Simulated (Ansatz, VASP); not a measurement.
**BPd3C in two plane-wave programs**

Wanted: the spread between two codes on one cell, functional and k mesh. The cell is generated by rule, not measured, and may not be a known phase. The cell is taken from a series of runs on this material, whose earlier steps may have relaxed, scaled, displaced or heated it; both programs get it as it stands.

Program: Ansatz 0.2.0. Level of theory: plane waves, with VASP 6.6.1 beside it; zone-centre phonons at PBEsol. Results are calculated unless marked as measured.

The structure was built from a prototype and need not be the compound's stable phase.

### 1. Starting point

It takes space group R3m (No. 160, trigonal). The conventional cell has a = 5.861 Å, b = 5.861 Å, c = 7.049 Å, α = 90.00°, β = 90.00°, γ = 120.00°. B has 3 Pd at 2.03 Å nearest. Nearest to Pd lie 2 C at 2.00 to 2.14 Å and 1 B at 2.03 Å. C has 6 Pd at 2.00 to 2.14 Å nearest. Farther neighbours are not listed.

As a file:

```cif
data_structure
_symmetry_space_group_name_H-M 'R3m:H'
_symmetry_Int_Tables_number 160
_cell_length_a 5.8605
_cell_length_b 5.8605
_cell_length_c 7.0490
_cell_angle_alpha 90.000
_cell_angle_beta 90.000
_cell_angle_gamma 120.000
_cell_volume 209.67
loop_
_atom_site_label
_atom_site_type_symbol
_atom_site_symmetry_multiplicity
_atom_site_Wyckoff_symbol
_atom_site_fract_x
_atom_site_fract_y
_atom_site_fract_z
_atom_site_occupancy
B1 B 3 a 0.00000 0.00000 0.14004 1
Pd1 Pd 9 b 0.82596 0.65192 0.64680 1
C1 C 3 a 0.00000 0.00000 0.51231 1
```

### 2. Ansatz: zone-centre phonons, PBEsol

Ansatz runs on its default PAW (the set named soft_2) files.

Second derivatives magnify differences that forces hide, and they need a tight electronic threshold.

Contents of input.yaml:

```yaml
crystal:
  lattice:
    - [2.9302715832, 1.6917930873, 2.3496659246]
    - [-2.9302715832, 1.6917930873, 2.3496659246]
    - [0.0, -3.3835861747, 2.3496659246]
  atoms:
    - { symbol: B, position: [0.1400372769, 0.1400372769, 0.1400372769] }
    - { symbol: Pd, position: [0.4727548185, 0.4727548185, 0.9948810917] }
    - { symbol: Pd, position: [0.9948810917, 0.4727548185, 0.4727548185] }
    - { symbol: Pd, position: [0.4727548185, 0.9948810917, 0.4727548185] }
    - { symbol: C, position: [0.5123114839, 0.5123114839, 0.5123114839] }
kpoints:
  mp_grid: { grid: [9, 9, 9] }
hamiltonian:
  xc: pbesol
scf:
  occupations: { method: methfessel_paxton, width: 0.15 }
output:
  eigenvalues: true
phonons:
  method: dfpt
```

Launch:

```bash
ansatz run input.yaml --threads 8 --pin off --max-ram 14336MiB --backend cpu --events-out ev --progress --plain --runs-dir out
```

Numbers of over 12 decimals in the logs are rounded to 6 here.

What it wrote:

```text
zone centre: on kpoints.mp_grid the ground state, and the responses unless they are solved on pairs of k-points, stand on 205 of the mesh's 729 k-points, reduced under 2 symmetry operations, with k and −k counted as one. Each operation leaves every solved displacement unchanged or reverses it
Engine: ansatz 0.2.0, aarch64-unknown-linux-gnu
Pseudopotentials: kind: paw
Pseudopotential: B, paw, valence charge 3, recommended cutoff 420 eV (normal), B.paw.azcp
Pseudopotential: Pd, paw, valence charge 18, recommended cutoff 420 eV (normal), Pd.paw.azcp
Pseudopotential: C, paw, valence charge 4, recommended cutoff 420 eV (normal), C.paw.azcp
Functional definition: PBEsol
  exchange = pbesol_x
  correlation = pbesol_c
Crystal: 5 atoms, lattice volume = 69.890 Å³
Basis set: ecut = 420 eV, 1357 PW (Γ), exchange–correlation on 60×60×60 points (8 copies of the dense FFT grid, shifted against one another)
Bands: 37, of which v1, the nominal top of the filled ones, is band 31 counted from 1 (30 counted from 0)
Symmetry: 6 space group operations
k-points: 205 of 729 (irreducible under 2 space group operations, time reversal used)
Non-local potential: B, projectors of the file, l = 0: 2, l = 1: 2, l = 2: 1
Non-local potential: Pd, projectors of the file, l = 0: 2, l = 1: 2, l = 2: 2, l = 3: 1
Non-local potential: C, projectors of the file, l = 0: 2, l = 1: 2, l = 2: 1
PAW form: soft (Blöchl's): semilocal exchange-correlation on the pseudo side does not see the compensation charge
PAW frozen core: B, regenerated for the run's functional, and the local potential with it (the file was generated under x = pbe(κ = 0.804, μ = 0.219515), c = pbe(β = 0.066725))
PAW frozen core: Pd, regenerated for the run's functional, and the local potential with it (the file was generated under x = pbe(κ = 0.804, μ = 0.219515), c = pbe(β = 0.066725))
PAW frozen core: C, regenerated for the run's functional, and the local potential with it (the file was generated under x = pbe(κ = 0.804, μ = 0.219515), c = pbe(β = 0.066725))
PAW one-centre angular grid: B, 110 points (default); XC on 64 Gauss nodes
PAW one-centre angular grid: Pd, 590 points (default); XC on 64 Gauss nodes
PAW one-centre angular grid: C, 110 points (default); XC on 64 Gauss nodes
Initial density: superposition of atomic densities (neutral atoms: chi_scale 0, normalization atom), corrected by the library's trained network
Initial wavefunctions: pseudopotential atomic-orbital guess
Functional: x = pbesol(κ = 0.804, μ = 0.123457), c = pbesol(β = 0.046)
SCF iter   1: F=—  HF=-21115.933834 eV  |F-HF|=—  |Δ(HF+E_count)|=         —  Δρ=1.15e-2  dr2=1.36e-1  ethr=1.77e-3  ⟨swp⟩=5.3  Hψ=28739  notcnv=0
preconditioner: auto → LDOS  [metal: Δε(μ)=0.006 eV  Ē_g=7.967 eV  σ=0.150 eV  W_gap=0.04  n_scr=24 (ndim 8)  ℏωp=27.0 eV  f_vac=0.018  D(μ)=2.32/eV (n_scr^D=18)  β→1.0]
SCF iter   2: F=—  HF=-21115.903952 eV  |F-HF|=—  |Δ(HF+E_count)|=   2.99e-2  S|Δr|=    0.00e0  Δρ=6.42e-3  dr2=2.23e-2  ethr=2.23e-4  ⟨swp⟩=2.0  Hψ=13735  notcnv=0  defer=208
SCF iter   3: F=—  HF=-21115.899293 eV  |F-HF|=—  |Δ(HF+E_count)|=   4.66e-3  S|Δr|=    0.00e0  Δρ=3.39e-3  dr2=7.75e-3  ethr=3.65e-5  ⟨swp⟩=2.1  Hψ=13015  notcnv=0  defer=208
SCF iter   4: F=—  HF=-21115.897266 eV  |F-HF|=—  |Δ(HF+E_count)|=   2.03e-3  S|Δr|=    0.00e0  Δρ=6.26e-4  dr2=2.37e-4  ethr=1.27e-5  ⟨swp⟩=2.1  Hψ=10867  notcnv=0  defer=208
SCF iter   5: F=—  HF=-21115.897209 eV  |F-HF|=—  |Δ(HF+E_count)|=   5.72e-5  S|Δr|=    0.00e0  Δρ=1.22e-4  dr2=1.39e-5  ethr=3.88e-7  ⟨swp⟩=2.7  Hψ=12530  notcnv=0  defer=208
SCF iter   6: F=—  HF=-21115.897210 eV  |F-HF|=—  |Δ(HF+E_count)|=   6.17e-7  S|Δr|=    0.00e0  Δρ=2.44e-5  dr2=2.86e-7  ethr=2.28e-8  ⟨swp⟩=2.1  Hψ=10975  notcnv=0  defer=208
SCF iter   7: F=—  HF=-21115.897219 eV  |F-HF|=—  |Δ(HF+E_count)|=   9.73e-6  S|Δr|=    0.00e0  Δρ=6.90e-6  dr2=1.90e-8  ethr=4.69e-10  ⟨swp⟩=2.0  Hψ=11889  notcnv=0  defer=206
SCF iter   8: F=—  HF=-21115.897219 eV  |F-HF|=—  |Δ(HF+E_count)|=   1.49e-8  S|Δr|=    0.00e0  Δρ=1.68e-6  dr2=1.26e-9  ethr=3.11e-11  ⟨swp⟩=2.0  Hψ=10906  notcnv=0  defer=206
SCF iter   9: F=—  HF=-21115.897219 eV  |F-HF|=—  |Δ(HF+E_count)|=  9.46e-10  S|Δr|=    0.00e0  Δρ=3.43e-7  dr2=4.60e-11  ethr=2.07e-12  ⟨swp⟩=2.0  Hψ=10952  notcnv=0  defer=206
SCF iter  10: F=-21115.897219 eV  HF=-21115.897219 eV  |F-HF|=3.64e-12  |Δ(HF+E_count)|=  4.73e-11  S|Δr|=    0.00e0  Δρ=6.47e-8  dr2=2.51e-12  ethr=1.00e-12  ⟨swp⟩=9.7  Hψ=34646  notcnv=0
SCF 1 converged in 10 iterations: F = -21115.897219 eV  dr2 = 2.51e-12
  greatest PAW one-centre occupation: 0.999 electrons in one spin orbital (limit 2), on the Pd atom at site 2 (counted from 0), in its partial waves of l = 0
DFPT response loops at Γ: preconditioner auto → Kerker (q_TF=auto, 2.667 Å⁻¹) (partly filled bands, converged f_vac=0.022); β = 1.00, the filter's whole step (`scf.mixing.beta` (0.50) is not read by the response loops under this deck's `scf.mixing.preconditioner`; to damp them name `kerker` or `kerker_dos`, under which they read `scf.mixing.beta`, and type it under 1.00, their step now; both keys bind the ground state too); Broyden in place of MSR1
SCF converged after 10 iterations
Stability not checked: this state was not tested for a lower state beside it, because cold or Methfessel-Paxton smearing, or corrected tetrahedra, fill the levels in a way that the test cannot read (fill_not_monotonic; see scf.lower_state_search)
Free energy (F): -21115.897219 eV
Harris-Foulkes:  -21115.897219 eV  (|F-HF|=3.64e-12)
Internal energy: -21115.898788 eV  (E = F + TS)
E sigma→0 (E₀):  -21115.897612 eV
Entropy (-TS):   0.001568 eV (0.314 meV/atom)
Fermi energy:    14.548619 eV
--- Per-component energies (eV) ---
  E_band       = -710.264752
  E_kinetic    = 1667.872914
  E_local      = -7538.397123  (includes V_loc(G=0)·N_el)
  E_nonlocal   = 697.233045
  E_hartree    = 3093.493490
  E_xc         = -579.610741
  E_vxc        = -726.909628  (∫ρ·V_xc dr)
  E_paw        = -11224.502787  (= ΣΔE_a)
  E_vpaw       = -997.051545  (= ΣTr[D̂ρ^β])
  E_aug_tail   = 0.000604  (compensation charges beyond the density's cutoff)
  E_ewald      = -7232.931574
  E_core_change = 0.943384  (= ΣΔE_core)
  E_smearing   = 0.001568  (= −TS)
  E_closure    = -0.000000  (closes the sum)
  Σ components = -21115.897219   (vs F -21115.897219, Δ=0.00e0)
--- Band table (eV; the first three rows and the last of 205) ---
  k-point 0: bands = [... 27 lower, 12.9133, 13.0166, 13.0166, 13.1549, 15.3382, 16.9063, 16.9063, 18.0551, ... 2 higher]
  k-point 1: bands = [... 27 lower, 12.8618, 12.9855, 13.1433, 13.4509, 15.3448, 16.9047, 16.9663, 17.9941, ... 2 higher]
  k-point 2: bands = [... 27 lower, 12.6969, 12.9438, 13.4201, 13.9484, 15.3677, 16.8976, 17.1126, 17.9642, ... 2 higher]
  k-point 204: bands = [... 27 lower, 12.8084, 12.8885, 13.4762, 13.7443, 15.2900, 15.8881, 15.9464, 16.3930, ... 2 higher]
--- Phonons (Γ-DFPT): 7 representative perturbations + reference, on 205 of 729 k-points (Σ response iterations 24) ---
  k mesh reduced under 2 symmetry operations, with k and −k counted as one. Each operation leaves every solved displacement unchanged or reverses it
  ASR residual: 2.383e-5 → 0.000e0 eV/Å²; symmetrization residual: 3.707e-6 eV/Å²
  ASR residual per site (eV/Å²): 1.55e-5 2.38e-5 2.32e-5 2.32e-5 4.69e-6
  Γ frequencies (cm⁻¹): -67.19 -67.19 0.00 0.00 0.00 51.04 137.49 137.49 158.15 379.64 379.64 473.02 485.48 514.76 514.76
  non-analytic LO–TO correction: not included (Born effective charges unavailable; polar crystals: no LO–TO splitting at Γ)
```

(Continued in part 2 of 3.)

[Lines on the potential files, build, host, timing and source positions are cut from VASP's logs without a mark.]

[Logs are printed without paths, hosts, clocks, repeated set-up lines and the standing remarks that a program may print on its own settings, such as how far it seeks lower states.]

[Hosts, paths, dates, database ids (printed as entryN), source tags and the programs' standing remarks are cut or masked in the printed files.]
